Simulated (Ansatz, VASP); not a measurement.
# Cross-check of BN between VASP and Ansatz, part 2 of 3

Aim: how closely do two programs agree when they are given the same cell, functional and k mesh? The cell is taken from a series of runs on this material, whose earlier steps may have relaxed, scaled, displaced or heated it; both programs get it as it stands.

VASP 6.6.1 and Ansatz 0.2.0.

So far: Set-up; VASP: zone-centre phonons, LDA, pair 1.

## Step 3: Ansatz: zone-centre phonons, LDA, pair 1

Level of this step: Ansatz beside VASP: Kohn-Sham DFT, plane waves, LDA (Ansatz).

Ansatz runs on its PAW soft_1 files.

The same cell, functional (in two slightly different forms) and mesh now go to Ansatz, which takes its cutoff from its data sets.

The input, input.yaml:

```yaml
crystal:
  lattice:
    - [0.0, 1.7720260622, 1.7981434646]
    - [1.7720260622, 0.0, 1.7981434646]
    - [1.7720260622, 1.7720260622, 0.0]
  atoms:
    - { symbol: B, position: [0.0, 0.0, 0.0] }
    - { symbol: "N", position: [0.25, 0.25, 0.25] }
kpoints:
  mp_grid: { grid: [12, 12, 12] }
hamiltonian:
  xc: lda
  pseudopotentials: { kind: paw, azcp: { folder: soft_1 }, xc_functional: pbe }
scf:
  occupations: { method: fixed }
output:
  eigenvalues: true
phonons:
  method: dfpt
  dielectric: true
  rigid_motions: translations
```

Started as:

```sh
$ ansatz run input.yaml --threads 4 --pin off --max-ram 10240MiB --backend cpu --events-out ev --progress --plain --runs-dir out
```

Numbers of over 12 decimals in the logs are rounded to 6 here.

The log of the run:

```text
Engine: ansatz 0.2.0, x86_64-unknown-linux-gnu
Pseudopotentials: kind: paw
Pseudopotential: B, paw, valence charge 3, recommended cutoff 420 eV (normal), soft_1/B.paw.azcp
Pseudopotential: N, paw, valence charge 5, recommended cutoff 420 eV (normal), soft_1/N.paw.azcp
Functional definition: SPW92
  exchange = slater_x
  correlation = pw_c
Crystal: 2 atoms, lattice volume = 11.293 Å³
Basis set: ecut = 420 eV, 231 PW (Γ), exchange–correlation on 36×36×36 points (8 copies of the dense FFT grid, shifted against one another)
Bands: 8, of which v1, the nominal top of the filled ones, is band 4 counted from 1 (3 counted from 0)
Symmetry: 8 space group operations
k-points: 868 of 1728 (irreducible under 1 space group operation, time reversal used)
Non-local potential: B, projectors of the file, l = 0: 2, l = 1: 2, l = 2: 1
Non-local potential: N, projectors of the file, l = 0: 2, l = 1: 2, l = 2: 1
PAW form: soft (Blöchl's): semilocal exchange-correlation on the pseudo side does not see the compensation charge
PAW frozen core: B, regenerated for the run's functional, and the local potential with it (the file was generated under x = pbe(κ = 0.804, μ = 0.219515), c = pbe(β = 0.066725))
PAW frozen core: N, regenerated for the run's functional, and the local potential with it (the file was generated under x = pbe(κ = 0.804, μ = 0.219515), c = pbe(β = 0.066725))
PAW one-centre angular grid: B, 110 points (default); XC on 64 Gauss nodes
PAW one-centre angular grid: N, 110 points (default); XC on 64 Gauss nodes
Initial density: superposition of atomic densities (chi_scale 0.1, normalization cell, long waves kept (reshape's long-wave potential 0.00 eV rms))
Initial wavefunctions: pseudopotential atomic-orbital guess
Functional: x = slater, c = lda
SCF iter   1: F=—  HF=-527.270306 eV  |F-HF|=—  |Δ(HF+E_count)|=         —  Δρ=1.54e-1  dr2=2.10e0  ethr=3.10e-3  ⟨swp⟩=3.9  Hψ=39322  notcnv=0  defer=1410
preconditioner: auto → none  [insulator: Δε(μ)=5.788 eV  Ē_g=20.889 eV  n_scr=0 (ndim 8)  ℏωp=31.3 eV  f_vac=0.000  ε∞_Penn≈3.2]
SCF iter   2: F=—  HF=-526.549368 eV  |F-HF|=—  |Δ(HF+E_count)|=   7.21e-1  Δρ=6.53e-2  dr2=2.67e-1  ethr=3.10e-3  ⟨swp⟩=2.0  Hψ=20403  notcnv=0  defer=206
SCF iter   3: F=—  HF=-526.474115 eV  |F-HF|=—  |Δ(HF+E_count)|=   7.53e-2  Δρ=2.19e-2  dr2=3.30e-2  ethr=3.10e-3  ⟨swp⟩=3.0  Hψ=12189  notcnv=0  defer=1481
SCF iter   4: F=—  HF=-526.464418 eV  |F-HF|=—  |Δ(HF+E_count)|=   9.70e-3  Δρ=2.94e-3  dr2=3.27e-4  ethr=4.13e-4  ⟨swp⟩=3.1  Hψ=12208  notcnv=0  defer=1722
SCF iter   5: F=—  HF=-526.464400 eV  |F-HF|=—  |Δ(HF+E_count)|=   1.79e-5  Δρ=1.66e-4  dr2=1.36e-6  ethr=4.08e-6  ⟨swp⟩=3.0  Hψ=11055  notcnv=0  defer=1734
SCF iter   6: F=—  HF=-526.464400 eV  |F-HF|=—  |Δ(HF+E_count)|=   3.59e-8  Δρ=1.46e-5  dr2=5.21e-9  ethr=1.70e-8  ⟨swp⟩=2.5  Hψ=10377  notcnv=0  defer=106
SCF iter   7: F=-526.464400 eV  HF=-526.464400 eV  |F-HF|=7.96e-12  |Δ(HF+E_count)|=  1.71e-10  Δρ=7.03e-7  dr2=2.56e-11  ethr=1.25e-12  ⟨swp⟩=7.4  Hψ=38202  notcnv=0
SCF 1 converged in 7 iterations: F = -526.464400 eV  dr2 = 2.56e-11
  greatest PAW one-centre occupation: 0.785 electrons in one spin orbital (limit 2), on the N atom at site 1 (counted from 0), in its partial waves of l = 0
NSCF: frozen V_eff on 3 k-points
DFPT response loops at Γ: preconditioner auto → none (the input reference at scf.mixing.eps_inf says where Resta's filter doesn't serve); β = 0.50; Broyden in place of MSR1
SCF converged after 7 iterations
Free energy (F): -526.464400 eV
Harris-Foulkes:  -526.464400 eV  (|F-HF|=7.96e-12)
Internal energy: -526.464400 eV  (E = F + TS)
E sigma→0 (E₀):  -526.464400 eV
Fermi energy:    11.696842 eV
--- Per-component energies (eV) ---
  E_band       = 28.748571
  E_kinetic    = 185.901675
  E_local      = -155.438325  (includes V_loc(G=0)·N_el)
  E_nonlocal   = 44.239539
  E_hartree    = 47.366722
  E_xc         = -93.029633
  E_vxc        = -115.510032  (∫ρ·V_xc dr)
  E_paw        = -191.839982  (= ΣΔE_a)
  E_vpaw       = -25.178550  (= ΣTr[D̂ρ^β])
  E_aug_tail   = 0.000866  (compensation charges beyond the density's cutoff)
  E_ewald      = -363.791142
  E_core_change = 0.125878  (= ΣΔE_core)
  E_smearing   = -0.000000  (= −TS)
  E_closure    = 0.000000  (closes the sum)
  Σ components = -526.464400   (vs F -526.464400, Δ=0.00e0)
--- Band table (eV; the first three rows and the last of 868) ---
  k-point 0: bands = ["-8.9469", "11.5432", "11.6968", "11.6968", "20.5149", "20.5149", "20.6196", "22.7902"]
  k-point 1: bands = ["-8.7710", "10.7066", "11.4034", "11.5116", "20.7704", "20.8053", "20.9333", "23.2977"]
  k-point 2: bands = ["-8.2490", "8.5570", "10.9198", "11.0620", "21.2414", "21.4830", "21.5768", "24.5096"]
  k-point 867: bands = ["-4.4463", "0.5234", "9.4912", "9.7279", "22.1392", "22.5554", "22.6802", "27.1121"]
--- Phonons (Γ-DFPT): 4 representative perturbations + reference, on 868 of 1728 k-points (Σ response iterations 12) ---
  k mesh reduced under 1 symmetry operation, with k and −k counted as one. Each operation leaves every solved perturbation unchanged. A smaller set is not considered because the run solves the response to a homogeneous field
  ASR residual: 1.107e-4 → 0.000e0 eV/Å²; symmetrization residual: 3.624e-7 eV/Å²
  ASR residual per site (eV/Å²): 1.11e-4 3.11e-6
  Γ frequencies (cm⁻¹): 0.00 0.00 0.00 1081.86 1089.55 1089.55
  ε∞ (high-frequency dielectric tensor):
        4.531047     0.000000    -0.000000
       -0.000000     4.531047     0.000000
       -0.000000     0.000000     4.599018
  ε⁰ (static dielectric tensor: ions relaxed, cell fixed):
        6.606401     0.000000    -0.000000
       -0.000000     6.606401     0.000000
       -0.000000     0.000000     6.794856
  ε⁰ − ε∞ (ionic part):
        2.075354     0.000000    -0.000000
        0.000000     2.075354     0.000000
       -0.000000     0.000000     2.195837
  softest optical mode at Γ: 1081.86 cm⁻¹; the repairs (sum rule, projections) moved no ω² at Γ by more than (1.68 cm⁻¹)²
  Born effective charges Z* (e; rows j = field, columns β = displacement):
    site 0:
         1.85733   -0.00000   -0.00000
         0.00000    1.85733    0.00000
         0.00000    0.00000    1.89701
    site 1:
        -1.85733    0.00000    0.00000
        -0.00000   -1.85733   -0.00000
        -0.00000   -0.00000   -1.89701
  Z* charge neutrality: 1.161e-6 e pre-enforcement
  k-mesh period / interband length: 30.1 Å / 1.29 Å = 23.35 at k = (-0.5000, -0.5000, 0.0000), direct gap 9.602 eV — 14 or more, which is no proof of convergence
  optical modes at Γ without the LO–TO term, one row a degenerate level:
      ω (cm⁻¹)  modes    IR ((D/Å)²/amu)
       1081.86      1            13.6075
       1089.55      2            26.0886
  optical modes at Γ + LO–TO along q̂ = [1.0000, 0.0000, 0.0000]:
      ω (cm⁻¹)  modes    IR ((D/Å)²/amu)
       1081.86      1            13.6075
       1089.55      1            13.0443
       1315.62      1            13.0443
  optical modes at Γ + LO–TO along q̂ = [0.0000, 1.0000, 0.0000]:
      ω (cm⁻¹)  modes    IR ((D/Å)²/amu)
       1081.86      1            13.6075
       1089.55      1            13.0443
       1315.62      1            13.0443
  optical modes at Γ + LO–TO along q̂ = [0.0000, 0.0000, 1.0000]:
      ω (cm⁻¹)  modes    IR ((D/Å)²/amu)
       1089.55      2            26.0886
       1315.01      1            13.6075
```

In the SCF lines HF is the Harris–Foulkes energy and dr2 the Hartree energy of the density residual, in eV; the loop may stop once dr2 is under the threshold and the program's other checks hold. Hψ counts applications of the Hamiltonian.

## Step 4: Comparison

Known differences besides the potentials themselves: fixed occupations in Ansatz, narrow Gaussian smearing in VASP; the cutoff is 420 eV in Ansatz and 600 eV in VASP; VASP's log shows a relativistic correction to its local exchange, Ansatz's none. Total energies have different zeros and are not compared.

Compared:

```
                                    quantity  Ansatz    VASP  difference
                                       ε∞ xx    4.53    4.53     +0.11 %
                                       ε∞ yy    4.53    4.53     +0.11 %
                                       ε∞ zz    4.60    4.59     +0.11 %
Born charge of B1 (mean of the diagonal) (e)    1.87    1.87        0.00
Born charge of N2 (mean of the diagonal) (e)   -1.87   -1.87        0.00
                       optical mode 1 (cm⁻¹)  1081.9  1086.0     -0.38 %
                  optical mode 2 to 3 (cm⁻¹)  1089.5  1093.4     -0.35 %
```

Modes are paired by rising frequency, not by their patterns, so a pair may set unlike modes beside each other; they are those without the splitting of longitudinal modes.

## Step 5: Ansatz: zone-centre phonons, LDA, pair 2

Second derivatives magnify differences that forces hide, and they need a tight electronic threshold. The cell compared in this pair holds 11.65 Å³, against 11.29 Å³ for the pair before.

The cell is taken from a series of runs on this material, whose earlier steps may have relaxed, scaled, displaced or heated it; both programs get it as it stands.

input.yaml, the sections that differ from step 3:

```yaml
crystal:
  lattice:
    - [0.0, 1.8078245685, 1.7815988398]
    - [1.8078245685, 0.0, 1.7815988398]
    - [1.8078245685, 1.8078245685, 0.0]
  atoms:
    - { symbol: B, position: [0.0, 0.0, 0.0] }
    - { symbol: "N", position: [0.25, 0.25, 0.25] }
# kpoints, hamiltonian, scf, output, phonons: as in step 3
```

The log of the run:

```text
[...]
Crystal: 2 atoms, lattice volume = 11.645 Å³
Basis set: ecut = 420 eV, 257 PW (Γ), exchange–correlation on 36×36×36 points (8 copies of the dense FFT grid, shifted against one another)
Bands: 8, of which v1, the nominal top of the filled ones, is band 4 counted from 1 (3 counted from 0)
Symmetry: 8 space group operations
k-points: 868 of 1728 (irreducible under 1 space group operation, time reversal used)
[...]
optical modes at Γ + LO–TO along q̂ = [1.0000, 0.0000, 0.0000]:
      ω (cm⁻¹)  modes    IR ((D/Å)²/amu)
[...]
optical modes at Γ + LO–TO along q̂ = [0.0000, 1.0000, 0.0000]:
      ω (cm⁻¹)  modes    IR ((D/Å)²/amu)
[...]
1052.03      1            13.0645
       1277.13      1            13.6293
  optical modes at Γ + LO–TO along q̂ = [0.0000, 0.0000, 1.0000]:
      ω (cm⁻¹)  modes    IR ((D/Å)²/amu)
       1043.47      2            27.2585
       1278.37      1            13.0645
[key lines of the parts left out:]
SCF converged after 8 iterations
Free energy (F): -526.464682 eV
Fermi energy:    11.234472 eV
```

## Step 6: VASP: zone-centre phonons, LDA, pair 2

The same cell, functional (in two slightly different forms) and mesh now go to VASP, with its own data sets.

The input, INCAR:

```
SYSTEM = BN
PREC = Accurate
ENCUT = 600
EDIFF = 1E-08
NELM = 120
ISMEAR = 0
SIGMA = 0.01
LREAL = .FALSE.
ALGO = Normal
GGA = PW92
NBANDS = 10
LORBIT = 11
LWAVE = .FALSE.
LCHARG = .FALSE.
ISIF = 2
IBRION = 8
LEPSILON = .TRUE.
LASPH = .TRUE.
GGA_COMPAT = .FALSE.
EFERMI = MIDGAP
KPAR = 2
```

The input, POSCAR:

```
BN
1.0
    0.0000000000      1.8078245685      1.7815988398
    1.8078245685      0.0000000000      1.7815988398
    1.8078245685      1.8078245685      0.0000000000
B N
1 1
Direct
    0.0000000000      0.0000000000      0.0000000000
    0.2500000000      0.2500000000      0.2500000000
```

The input, KPOINTS:

```
Automatic mesh
0
Gamma
12 12 12
0 0 0
```

The projector-augmented-wave data sets are B and N (LDA family, release 64).

Started as:

```sh
$ mpirun -np 2 vasp_std
```

The log of the run:

```text
[banner, memory and clock lines left out]
running    2 mpi-ranks, on    1 nodes
[...]
[... a notice as in an earlier step ...]

 LDA part: xc-table for (Slater(with rela. corr.)+PW92), standard interpolation
 POSCAR, INCAR and KPOINTS ok, starting setup
[...]
entering main loop
       N       E                     dE             d eps       ncg     rms          rms(c)
DAV:   1     0.105973513637E+02    0.10597E+02   -0.55275E+03  3340   0.887E+02
DAV:   2    -0.200855679667E+02   -0.30683E+02   -0.29493E+02  3906   0.167E+02
DAV:   3    -0.205925384166E+02   -0.50697E+00   -0.50603E+00  3808   0.190E+01
DAV:   4    -0.205931927723E+02   -0.65436E-03   -0.65434E-03  3566   0.804E-01
[...]
DAV:  11    -0.194323298303E+02   -0.49500E-06   -0.18805E-06  3616   0.992E-03    0.627E-03
DAV:  12    -0.194323297557E+02    0.74592E-07   -0.53359E-07  3542   0.458E-03    0.213E-04
DAV:  13    -0.194323297563E+02   -0.62482E-09   -0.81629E-09  2036   0.930E-04
   1 F= -.19432330E+02 E0= -.19432330E+02  d E =0.000000E+00
[...]
RMM:  10    -0.226958597676E+00   -0.75591E-09    0.23680E-08 12592   0.165E-05    0.367E-07
 first order change of Fermi-energy   0.25976E-04
 force on displaced ion       2 direction 1 : -24.632  -0.000  -0.000
 Born effective charge ion    2 direction 1 :  -1.895   0.000   0.000
 Linear response progress:
  Degree of freedom:   4/  4
       N       E                     dE             d eps       ncg     rms          rms(c)
RMM:   1    -0.229939828230E+00   -0.22994E+00    0.99139E-02 11320   0.331E+00
RMM:   2    -0.223895426826E+00    0.60444E-02   -0.20367E-03  8635   0.441E-01    0.226E-01
RMM:   3    -0.224888112711E+00   -0.99269E-03   -0.38358E-04  8324   0.157E-01    0.123E-01
RMM:   4    -0.226904439723E+00   -0.20163E-02   -0.36350E-04  8018   0.152E-01    0.231E-02
[...]
RMM:   8    -0.226968330912E+00    0.20961E-06   -0.59776E-10  9382   0.295E-05    0.191E-05
RMM:   9    -0.226968279347E+00    0.51564E-07   -0.80848E-10  9609   0.255E-05    0.944E-07
RMM:  10    -0.226968277963E+00    0.13846E-08   -0.37890E-10  7298   0.121E-05    0.499E-07
 first order change of Fermi-energy   0.90232E-03
 force on displaced ion       2 direction 3 :   0.000   0.000 -25.018
 Born effective charge ion    2 direction 3 :   0.000   0.000  -1.855
 Born effective charges drift removed
 Linear response finished
```

From OUTCAR (step 6):

```text
  Total       -0.6252845     -0.6252845      0.0242941      0.0000000      0.0000000      0.0000000
  in kB      -86.0272007    -86.0272007      3.3424038      0.0000000      0.0000000      0.0000000
  external PRESSURE =     -56.2373326 kB  Pullay stress =       0.0000000 kB

 POSITION                                       TOTAL-FORCE (eV/Angst)
 -----------------------------------------------------------------------------------
      0.00000      0.00000      0.00000         0.000000      0.000000     -0.000000
      0.90391      0.90391      0.89080        -0.000000     -0.000000      0.000000
 -----------------------------------------------------------------------------------
    total drift:                               -0.000001     -0.000001      0.000001

 MACROSCOPIC STATIC DIELECTRIC TENSOR (including local field effects in DFT)
 ------------------------------------------------------
           4.598129     0.000000    -0.000000
          -0.000000     4.598129    -0.000000
           0.000000     0.000000     4.530939
 ------------------------------------------------------

 MACROSCOPIC STATIC DIELECTRIC TENSOR IONIC CONTRIBUTION
 ------------------------------------------------------
           2.264303    -0.000000    -0.000000
          -0.000000     2.264303    -0.000000
          -0.000000    -0.000000     2.137122
 ------------------------------------------------------

[... 1 part as in an earlier step ...]

[... 1 further part left out ...]
```

## Step 7: Differences

Compared:

```
                                    quantity  Ansatz    VASP  difference
                                       ε∞ xx    4.60    4.60     +0.12 %
                                       ε∞ yy    4.60    4.60     +0.12 %
                                       ε∞ zz    4.54    4.53     +0.12 %
Born charge of B1 (mean of the diagonal) (e)    1.89    1.88        0.00
Born charge of N2 (mean of the diagonal) (e)   -1.89   -1.88        0.00
                  optical mode 1 to 2 (cm⁻¹)  1043.5  1047.8     -0.42 %
                       optical mode 3 (cm⁻¹)  1052.0  1056.1     -0.38 %
```

Modes are paired by rising frequency, not by their patterns, so a pair may set unlike modes beside each other; they are those without the splitting of longitudinal modes.

(Part 2 of 3 ends here.)

[Lines on the potential files, build, host, timing and source positions are cut from VASP's logs without a mark.]

[Logs are printed without paths, hosts, clocks, repeated set-up lines and the standing remarks that a program may print on its own settings, such as how far it seeks lower states.]

[Hosts, paths, dates, database ids (printed as entryN), source tags and the programs' standing remarks are cut or masked in the printed files.]
